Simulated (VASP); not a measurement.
Write the native input for VASP 6.6.1 that does the following.

| Item | Value |
| --- | --- |
| Task | band structure |
| Functional | PBE |
| Potentials or basis | VASP PAW PBE potentials, release 64 (Cd, S) |
| Cutoff | 700 eV |
| k mesh | 9 × 9 × 6 |
| Occupations | gaussian, width 0.02 eV |
| Spin | no spin polarisation |
| Further INCAR settings | ALGO = Normal; EDIFF = 1e-07 |

The system is CdS.

```
Cd S
1.0
     4.20354    0.00000    0.00000
    -2.10177    3.64037    0.00000
     0.00000    0.00000    6.84316
Cd S
2 2
Direct
  0.33333 0.66667 0.99925
  0.66667 0.33333 0.49925
  0.33333 0.66667 0.37575
  0.66667 0.33333 0.87575
```

These files were run (other wordings do the same):

POSCAR

```
CdS                                     
1.0
    4.2035358302      0.0000000000      0.0000000000
   -2.1017679151      3.6403688191      0.0000000000
    0.0000000000      0.0000000000      6.8431586201
  Cd              S             
     2     2
Direct
     0.3333333300000021    0.6666666699999979    0.9992461513029411
     0.6666666699999979    0.3333333300000021    0.4992461513029411
     0.3333333300000021    0.6666666699999979    0.3757538486970589
     0.6666666699999979    0.3333333300000021    0.8757538486970589
```

INCAR.step1

```
SYSTEM = CdS
PREC     = Accurate       ! precision mode
ENCUT    = 700            ! plane-wave cutoff, eV
EDIFF    = 1E-7           ! SCF threshold, eV
ISMEAR   = 0              ! smearing method
SIGMA    = 0.02           ! smearing width, eV
LREAL    = .False.        ! projectors in reciprocal space
LASPH    = .True.         ! aspherical terms in the spheres
NELM     = 80             ! most SCF steps
ALGO     = Normal         ! electronic algorithm
ISIF     = 2              ! what is computed and relaxed
LWAVE    = .False.        ! write WAVECAR
LCHARG   = .True.         ! write CHGCAR
GGA      = PE             ! functional
```

KPOINTS.step1

```
Automatic mesh
0
Gamma
  9 9 6
  0 0 0
```

INCAR.step2

```
SYSTEM = CdS
PREC     = Accurate       ! precision mode
ENCUT    = 700            ! plane-wave cutoff, eV
EDIFF    = 1E-7           ! SCF threshold, eV
ISMEAR   = 0              ! smearing method
SIGMA    = 0.05           ! smearing width, eV
LREAL    = .False.        ! projectors in reciprocal space
LASPH    = .True.         ! aspherical terms in the spheres
NELM     = 80             ! most SCF steps
ALGO     = Normal         ! electronic algorithm
ISIF     = 2              ! what is computed and relaxed
LWAVE    = .False.        ! write WAVECAR
LCHARG   = .False.        ! write CHGCAR
GGA      = PE             ! functional
ICHARG   = 11             ! starting density
```

KPOINTS.step2

```
path GMKGALHA,LM,KH
20
line-mode
reciprocal
 0.0000000000  0.0000000000  0.0000000000  G
 0.5000000000  0.0000000000  0.0000000000  M

 0.5000000000  0.0000000000  0.0000000000  M
 0.3333333333  0.3333333333  0.0000000000  K

 0.3333333333  0.3333333333  0.0000000000  K
 0.0000000000  0.0000000000  0.0000000000  G

 0.0000000000  0.0000000000  0.0000000000  G
 0.0000000000  0.0000000000  0.5000000000  A

 0.0000000000  0.0000000000  0.5000000000  A
 0.5000000000  0.0000000000  0.5000000000  L

 0.5000000000  0.0000000000  0.5000000000  L
 0.3333333333  0.3333333333  0.5000000000  H

 0.3333333333  0.3333333333  0.5000000000  H
 0.0000000000  0.0000000000  0.5000000000  A

 0.5000000000  0.0000000000  0.5000000000  L
 0.5000000000  0.0000000000  0.0000000000  M

 0.3333333333  0.3333333333  0.0000000000  K
 0.3333333333  0.3333333333  0.5000000000  H
```

Potentials or basis: VASP PAW PBE potentials, release 64 (Cd, S).

The run is started by

```bash
$ cat potpaw_PBE.64/Cd/POTCAR potpaw_PBE.64/S/POTCAR > POTCAR
$ cp INCAR.step1 INCAR
$ cp KPOINTS.step1 KPOINTS
$ mpirun -np 1 vasp_std > vasp.out
$ cp INCAR.step2 INCAR
$ cp KPOINTS.step2 KPOINTS
$ mpirun -np 1 vasp_std > vasp.out
```

Results of the run:

The band gap on the k mesh is 1.10 eV, direct and the band gap along the path is 1.10 eV, direct.

Caveat: the log is that of the step along the path at fixed density, whose energy, stress, charges and moments have no meaning.

It took 4.5 min on 1 thread of Intel(R) Xeon(R) Platinum 8488C (Sapphire Rapids), on a shared host, peak memory 0.66 GiB.
